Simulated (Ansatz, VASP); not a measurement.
# Cross-check of CoPS3 between VASP and Ansatz

One calculation is typed for both programs; each brings its own data sets. How far apart do they land? The cell is taken from a series of runs on this material, whose earlier steps may have relaxed, scaled, displaced or heated it; both programs get it as it stands.

Program: Ansatz 0.2.0. Level of theory: plane waves, with VASP 6.6.1 beside it; relaxation of cell and atoms at PBEsol with D3(BJ). Results are calculated unless marked as measured.

## 1. The structure

Symmetry: C2/m, No. 12, monoclinic system. Conventional cell: a = 5.718 Å, b = 9.809 Å, c = 5.919 Å, α = 90.00°, β = 108.49°, γ = 90.00°. Nearest to Co lie 6 S at 2.24 to 2.25 Å. Nearest to P lie 3 S at 2.11 to 2.13 Å and 1 P at 2.21 Å. S has 1 P at 2.11 Å and 2 Co at 2.24 to 2.25 Å nearest. Nearest to S lie 1 P at 2.13 Å and 2 Co at 2.25 Å. Farther neighbours and most contacts between anions are not listed.

As a file:

```xyz
10
Lattice="2.8591 -4.9047 0.0082 2.8591 4.9047 0.0082 -1.8932 0.0000 5.6086" Properties=species:S:1:pos:R:3 pbc="T T T"
Co    1.9125    1.6497    2.8125
Co    1.9125   -1.6497    2.8125
P    -0.9452    0.0000    3.9104
P     4.7702    0.0000    1.7147
S     0.1167    1.8027    4.1470
S     3.7083    1.8027    1.4780
S     1.1744    0.0000    1.4707
S     2.6506    0.0000    4.1544
S     0.1167   -1.8027    4.1470
S     3.7083   -1.8027    1.4780
```

## 2. VASP: relaxation of cell and atoms, PBEsol with D3(BJ)

The relaxed volume is the usual yardstick between codes: in a stiff, nearly cubic crystal its relative difference is about their pressure difference at one cell divided by the bulk modulus.

Lines of VASP's logs that name or quote its potential files are left out, and so is its time.

Input file INCAR:

```
SYSTEM = CoPS3
PREC = Accurate
ENCUT = 600
EDIFF = 1E-07
NELM = 120
ISMEAR = 0
SIGMA = 0.1
LREAL = .FALSE.
ALGO = Normal
GGA = PS
IVDW = 12
NBANDS = 42
LASPH = .TRUE.
LORBIT = 11
LWAVE = .FALSE.
LCHARG = .FALSE.
ISIF = 3
IBRION = 2
NSW = 80
EDIFFG = -0.005
GGA_COMPAT = .FALSE.
NELMIN = 4
KPAR = 2
```

Input file POSCAR:

```
CoPS3
1.0
    2.8590871826     -4.9046986877      0.0082419268
    2.8590871826      4.9046986877      0.0082419268
   -1.8931940510      0.0000000000      5.6085640755
Co P S
2 2 6
Direct
    0.3318214095      0.6681785905      0.5000000000
    0.6681785905      0.3318214095      0.5000000000
    0.0654722768      0.0654722768      0.6970208146
    0.9345277232      0.9345277232      0.3029791854
    0.0811826804      0.4487288517      0.7386289966
    0.5512711483      0.9188173196      0.2613710034
    0.2919183332      0.2919183332      0.2613632272
    0.7080816668      0.7080816668      0.7386367728
    0.4487288517      0.0811826804      0.7386289966
    0.9188173196      0.5512711483      0.2613710034
```

Input file KPOINTS:

```
Automatic mesh
0
Gamma
10 10 8
0 0 0
```

Potentials, in the order of the species: Co, P and S (PBE family, release 64).

Launch:

```bash
$ mpirun -np 2 vasp_std
```

Numbers of over 12 decimals in the logs are rounded to 6 here.

The program printed:

```text
[banner, memory and clock lines left out]
running    2 mpi-ranks, on    1 nodes
 distrk:  each k-point on    1 cores,    2 groups
 distr:  one band on    1 cores,    1 groups

 POSCAR found type information on POSCAR CoP S
 POSCAR found :  3 types and      10 ions
|                                                                             |
|               ----> ADVICE to this user running VASP <----                  |
|                                                                             |
|     You enforced a specific xc type in the INCAR file but a different       |
|     [... a line on the potential file left out ...]
|     I HOPE YOU KNOW WHAT YOU ARE DOING!                                     |
|                                                                             |

 LDA part: xc-table for (Slater+PW92), standard interpolation
 POSCAR, INCAR and KPOINTS ok, starting setup
 FFT: planning ... GRIDC
 FFT: planning ... GRID_SOFT
 FFT: planning ... GRID
 WAVECAR not read
 entering main loop
       N       E                     dE             d eps       ncg     rms          rms(c)
DAV:   1     0.559067111711E+03    0.55907E+03   -0.29759E+04 19068   0.166E+03
DAV:   2     0.175646091024E+02   -0.54150E+03   -0.51304E+03 19704   0.372E+02
DAV:   3    -0.560865272870E+02   -0.73651E+02   -0.69119E+02 25658   0.143E+02
DAV:   4    -0.598595195412E+02   -0.37730E+01   -0.36732E+01 23304   0.323E+01
DAV:   5    -0.600296865516E+02   -0.17017E+00   -0.16936E+00 27220   0.697E+00    0.344E+01
DAV:   6    -0.763559363895E+02   -0.16326E+02   -0.84663E+01 26292   0.131E+02    0.461E+01
DAV:   7    -0.555829489880E+02    0.20773E+02   -0.37056E+01 23348   0.132E+02    0.145E+01
DAV:   8    -0.571315915281E+02   -0.15486E+01   -0.20313E+01 28656   0.352E+01    0.112E+01
DAV:   9    -0.562413900804E+02    0.89020E+00   -0.23964E+00 27478   0.219E+01    0.253E+00
DAV:  10    -0.562440258039E+02   -0.26357E-02   -0.13979E-01 21542   0.171E+00    0.196E+00
DAV:  11    -0.562373612212E+02    0.66646E-02   -0.17831E-02 29352   0.132E+00    0.640E-01
DAV:  12    -0.562375586189E+02   -0.19740E-03   -0.48846E-03 22832   0.391E-01    0.274E-01
DAV:  13    -0.562373564918E+02    0.20213E-03   -0.26414E-04 24678   0.887E-02    0.197E-01
DAV:  14    -0.562372557087E+02    0.10078E-03   -0.36042E-04 21396   0.854E-02    0.747E-02
DAV:  15    -0.562372589888E+02   -0.32800E-05   -0.68026E-05 23468   0.363E-02    0.340E-02
DAV:  16    -0.562372598529E+02   -0.86413E-06   -0.24338E-06 24158   0.101E-02    0.332E-02
DAV:  17    -0.562372590091E+02    0.84377E-06   -0.17320E-06 27382   0.107E-02    0.198E-02
DAV:  18    -0.562372575971E+02    0.14120E-05   -0.97581E-07 24048   0.136E-02    0.943E-03
DAV:  19    -0.562372574551E+02    0.14203E-06   -0.28649E-07 13614   0.292E-03    0.523E-03
DAV:  20    -0.562372574335E+02    0.21553E-07   -0.35206E-08 10048   0.144E-03
   1 F= -.59269423E+02 E0= -.59259566E+02  d E =-.592694E+02
[... from here on, the cycles between the ionic steps are left out ...]
   2 F= -.59270579E+02 E0= -.59260550E+02  d E =-.115572E-02
   3 F= -.59270623E+02 E0= -.59260558E+02  d E =-.119961E-02
   4 F= -.59271439E+02 E0= -.59261175E+02  d E =-.816681E-03
   5 F= -.59271560E+02 E0= -.59261188E+02  d E =-.937636E-03
   6 F= -.59271682E+02 E0= -.59261203E+02  d E =-.121245E-03
   7 F= -.59271696E+02 E0= -.59261243E+02  d E =-.135670E-03
   8 F= -.59271707E+02 E0= -.59261247E+02  d E =-.108586E-04
   9 F= -.59271712E+02 E0= -.59261241E+02  d E =-.161483E-04
 curvature:  -1.44 expect dE=-0.254E-04 dE for cont linesearch -0.191E-08
 trial: gam= 1.31089 g(F)=  0.104E-04 g(S)=  0.721E-05 ort =-0.140E-06 (trialstep = 0.461E+00)
 search vector abs. value=  0.425E-04
 bond charge predicted
       N       E                     dE             d eps       ncg     rms          rms(c)
DAV:   1    -0.562347445624E+02    0.23220E-03   -0.45041E-04 19326   0.106E-01    0.205E-02
DAV:   2    -0.562347528159E+02   -0.82535E-05   -0.56393E-05 28820   0.924E-02    0.263E-02
DAV:   3    -0.562347449475E+02    0.78684E-05   -0.28444E-05 28184   0.864E-02    0.897E-03
DAV:   4    -0.562347441355E+02    0.81202E-06   -0.26433E-06 26948   0.165E-02    0.380E-03
DAV:   5    -0.562347441626E+02   -0.27074E-07   -0.27098E-07 16708   0.339E-03
  10 F= -.59271719E+02 E0= -.59261241E+02  d E =-.654181E-05
 trial-energy change:   -0.000007  1 .order   -0.000007   -0.000008   -0.000005
 step:   1.3537(harm=  1.3537)  dis= 0.00085  next Energy=   -59.271724 (dE=-0.118E-04)
 reached required accuracy - stopping structural energy minimisation
```

From OUTCAR (step 2):

```text
ion  position               nearest neighbor table
   1  0.332  0.668  0.500-   5 2.24   6 2.24   9 2.25  10 2.25   7 2.25   8 2.25
   2  0.668  0.332  0.500-   9 2.24  10 2.24   5 2.25   6 2.25   7 2.25   8 2.25
   3  0.065  0.065  0.697-   5 2.11   9 2.11   8 2.13   4 2.21
   4  0.935  0.935  0.303-   6 2.11  10 2.11   7 2.13   3 2.21
   5  0.081  0.449  0.739-   3 2.11   1 2.24   2 2.25
   6  0.551  0.919  0.261-   4 2.11   1 2.24   2 2.25
   7  0.292  0.292  0.261-   4 2.13   2 2.25   1 2.25
   8  0.708  0.708  0.739-   3 2.13   2 2.25   1 2.25
   9  0.449  0.081  0.739-   3 2.11   2 2.24   1 2.25
  10  0.919  0.551  0.261-   4 2.11   2 2.24   1 2.25

  LATTYP: Found a base centered monoclinic cell.
 ALAT       =     5.7181981243
 B/A-ratio  =     1.7154700069
 C/A-ratio  =     1.0351992119
 COS(beta)  =    -0.3170920782

 Subroutine GETGRP returns: Found  4 space group operations
 (whereof  4 operations were pure point group operations)

The static configuration has the point symmetry C_2h.

 Found    227 irreducible k-points:

   k-points           NKPTS =    227   k-points in BZ     NKDIM =    227   number of bands    NBANDS=     42

   dimension x,y,z NGX =    48 NGY =   48 NGZ =   48
   dimension x,y,z NGXF=    96 NGYF=   96 NGZF=   96

   ENCUT  =  600.0 eV  44.10 Ry    6.64 a.u.  11.34 11.34 11.82*2*pi/ulx,y,z

   NELECT =      64.0000    total number of electrons

 k-points in reciprocal lattice and weights: Automatic mesh
   0.00000000  0.00000000  0.00000000       0.001
   0.10000000  0.00000000 -0.00000000       0.005
   0.20000000  0.00000000 -0.00000000       0.005
   0.30000000 -0.00000000  0.00000000       0.005
   0.40000000 -0.00000000  0.00000000       0.005
   0.50000000  0.00000000  0.00000000       0.003
   0.10000000  0.10000000 -0.00000000       0.003
   0.20000000  0.10000000 -0.00000000       0.005
   0.30000000  0.10000000  0.00000000       0.005
[...]
-0.40000000  0.40000000  0.50000000       0.003
   0.50000000  0.50000000  0.50000000       0.001

 Edisp (eV)   -3.03674

 average (electrostatic) potential at core
       1 -80.7385       2 -80.7385       3 -82.6451       4 -82.6451       5 -84.9189
       6 -84.9189       7 -84.9665       8 -84.9665       9 -84.9189      10 -84.9189

 E-fermi :   7.9056

 k-point     1 :       0.0000    0.0000    0.0000
  band No.  band energies     occupation
    ...
     28       6.3926      2.00000
     29       6.4541      2.00000
     30       6.5046      2.00000
     31       6.5756      2.00000
     32       7.8583      1.49610
     33       8.1645      0.00025
     34       8.6931      0.00000
     35       8.8393      0.00000
     36       8.8690      0.00000
     37       8.9069      0.00000
    ...

 k-point     2 :       0.1000    0.0000   -0.0000
  band No.  band energies     occupation
    ...
     28       6.4118      2.00000
     29       6.4384      2.00000
     30       6.4885      2.00000
     31       6.7196      2.00000
     32       7.9047      1.01053
     33       8.1711      0.00017
     34       8.2237      0.00001
     35       8.7177      0.00000
     36       9.0784      0.00000
     37       9.3735      0.00000
    ...

 k-point     3 :       0.2000    0.0000   -0.0000
  band No.  band energies     occupation
    ...
     28       6.3655      2.00000
     29       6.4984      2.00000
     30       6.5493      2.00000
     31       6.8333      2.00000
     32       7.7603      1.96011
     33       8.1120      0.00350
     34       8.2068      0.00002
     35       8.5298      0.00000
     36       9.4172      0.00000
     37       9.6158      0.00000
    ...

 Edisp (eV)   -3.03697

  Total      -0.01539     0.00160     0.00214     0.00000     0.00000     0.00420
  in kB      -0.15681     0.01630     0.02179     0.00000     0.00000     0.04283
  external pressure =       -0.04 kB  Pullay stress =        0.00 kB

  energy-cutoff  :      600.00
  volume of cell :      157.21
      direct lattice vectors                 reciprocal lattice vectors
     2.851656889 -4.899186759  0.007094196     0.175190089 -0.102057755  0.058918029
     2.851656889  4.899186759  0.007094196     0.175190089  0.102057755  0.058918029
    -1.890565602  0.000000000  5.621511094    -0.000442170  0.000000000  0.177739407

 POSITION                                       TOTAL-FORCE (eV/Angst)
 -----------------------------------------------------------------------------------
      1.90637      1.64759      2.81785        -0.000000     -0.003261      0.000000
      1.90637     -1.64759      2.81785        -0.000000      0.003261      0.000000
     -0.94311      0.00000      3.91411        -0.001483      0.000000      0.003050
      4.75586      0.00000      1.72159         0.001483      0.000000     -0.003050
      0.11002      1.79447      4.16008         0.003269      0.000258     -0.001896
      3.70273      1.79447      1.47562        -0.003269      0.000258      0.001896
      1.16071      0.00000      1.46994        -0.004995      0.000000      0.000054
      2.65204      0.00000      4.16576         0.004995      0.000000     -0.000054
      0.11002     -1.79447      4.16008         0.003269     -0.000258     -0.001896
      3.70273     -1.79447      1.47562        -0.003269     -0.000258      0.001896
 -----------------------------------------------------------------------------------
    total drift:                                0.000000      0.000000     -0.000000

  FREE ENERGIE OF THE ION-ELECTRON SYSTEM (eV)
  ---------------------------------------------------
  free  energy   TOTEN  =       -59.2717186308 eV

  energy  without entropy=      -59.2507639734  energy(sigma->0) =      -59.26124130

 reached required accuracy - stopping structural energy minimisation

 total charge
# of ion       s       p       d       tot
------------------------------------------
    1        0.428   0.601   7.478   8.507
    2        0.428   0.601   7.478   8.507
    3        1.023   1.403   0.000   2.426
    4        1.023   1.403   0.000   2.426
    5        1.366   2.292   0.000   3.658
    6        1.366   2.292   0.000   3.658
    7        1.369   2.282   0.000   3.652
    8        1.369   2.282   0.000   3.652
    9        1.366   2.292   0.000   3.658
   10        1.366   2.292   0.000   3.658
--------------------------------------------------
tot         11.105  17.742  14.956  43.802

[... 3 further parts left out ...]
```

This run has no spin polarisation, so a moment on Co, if there is one, isn't seen.

## 3. Ansatz: relaxation of cell and atoms, PBEsol with D3(BJ)

Ansatz runs on its default PAW (the set named soft_2) files.

The same cell, functional, mesh and smearing now go to Ansatz, which takes its cutoff from its data sets.

Input file input.yaml:

```yaml
crystal:
  lattice:
    - [2.8590871826, -4.9046986877, 0.0082419268]
    - [2.8590871826, 4.9046986877, 0.0082419268]
    - [-1.893194051, 0.0, 5.6085640755]
  atoms:
    - { symbol: Co, position: [0.3318214095, 0.6681785905, 0.5] }
    - { symbol: Co, position: [0.6681785905, 0.3318214095, 0.5] }
    - { symbol: P, position: [0.0654722768, 0.0654722768, 0.6970208146] }
    - { symbol: P, position: [0.9345277232, 0.9345277232, 0.3029791854] }
    - { symbol: S, position: [0.0811826804, 0.4487288517, 0.7386289966] }
    - { symbol: S, position: [0.5512711483, 0.9188173196, 0.2613710034] }
    - { symbol: S, position: [0.2919183332, 0.2919183332, 0.2613632272] }
    - { symbol: S, position: [0.7080816668, 0.7080816668, 0.7386367728] }
    - { symbol: S, position: [0.4487288517, 0.0811826804, 0.7386289966] }
    - { symbol: S, position: [0.9188173196, 0.5512711483, 0.2613710034] }
kpoints:
  mp_grid: { grid: [10, 10, 8] }
hamiltonian:
  xc: pbesol
  dispersion: d3bj
scf:
  occupations: { method: gaussian, width: 0.1 }
output:
  forces: true
  stress: true
  eigenvalues: true
relax:
  adjacent_minimum: "off"
  f_tol: 0.005
  max_steps: 80
  cell: { stress_tol: 0.05 }
```

Launch:

```bash
$ ansatz run input.yaml --threads 16 --pin off --max-ram 61440MiB --backend cuda --events-out ev --progress --plain --runs-dir out
```

The program printed:

```text
Engine: ansatz 0.2.0, aarch64-unknown-linux-gnu
Pseudopotentials: kind: paw
Pseudopotential: Co, paw, valence charge 17, recommended cutoff 420 eV (normal), Co.paw.azcp
Pseudopotential: P, paw, valence charge 5, recommended cutoff 420 eV (normal), P.paw.azcp
Pseudopotential: S, paw, valence charge 6, recommended cutoff 420 eV (normal), S.paw.azcp
Functional definition: PBEsol
  exchange = pbesol_x
  correlation = pbesol_c
device memory: the entry about to start is reckoned to put 22.2 GiB on a device that reports 182.5 GiB free
GPU FFT provider: cuFFT
GPU libraries: cuBLAS 13.8.1, cuFFT 12.4.0, cuSOLVER 12.3.2
GPU matrix products: emulated (plane waves: as basis.precision tells), large ones in fixed point in workspaces of 1.00 GiB
[...]
Basis set: ecut = 420 eV, 3091 PW (Γ), exchange–correlation on 80×80×80 points (8 copies of the dense FFT grid, shifted against one another)
[...]
k-points: 227 of 800
[...]
SCF converged after 6 iterations
[...]
- { symbol: P, position: [0.9345277232, 0.9345277232, 0.302979] }
    - { symbol: S, position: [0.081183, 0.4487288517, 0.738629] }
    - { symbol: S, position: [0.551271, 0.9188173196, 0.2613710034] }
    - { symbol: S, position: [0.291918, 0.291918, 0.261363] }
    - { symbol: S, position: [0.708082, 0.708082, 0.738637] }
    - { symbol: S, position: [0.4487288517, 0.081183, 0.738629] }
    - { symbol: S, position: [0.9188173196, 0.551271, 0.2613710034] }
```

## 4. Comparison

Known differences besides the potentials themselves: the data sets hold 80 valence electrons in Ansatz (on its default PAW (the set named soft_2) files) and 64 in VASP; the cutoff is 420 eV in Ansatz and 600 eV in VASP; Ansatz makes its cores anew for this functional, VASP keeps those of its PBE data sets. Total energies have different zeros and are not compared.

The two programs side by side:

```tsv
quantity	Ansatz	VASP	difference
volume (Å³)	157.45	157.21	+0.16 %
edge a after relaxation, in the typed setting (Å)	5.677	5.669	+0.15 %
edge c after relaxation, in the typed setting (Å)	5.920	5.931	-0.19 %
```

## 5. Summary of results

```yaml
difference_in_edge_c_after_relaxation_in_the_typed_setting_relaxation_of_cell_and_atoms_pbesol_with_d3_bj: -0.19 %
```

What this shows: The difference in edge c after relaxation, in the typed setting is -0.19 % (relaxation of cell and atoms, PBEsol with D3(BJ)), within the 1.2 % picked in this series as the mark of a large difference, as far as the stopping tolerances let one tell. The data sets hold unlike numbers of valence electrons (80 in Ansatz and 64 in VASP), so part of the differences comes from the potentials. Such differences can come from data sets, numerical settings and the points named under the comparisons, not from the functional's error against experiment.

[Lines on the potential files, build, host, timing and source positions are cut from VASP's logs without a mark.]

[Logs are printed without paths, hosts, clocks, repeated set-up lines and the standing remarks that a program may print on its own settings, such as how far it seeks lower states.]

[Hosts, paths, dates, database ids (printed as entryN), source tags and the programs' standing remarks are cut or masked in the printed files.]
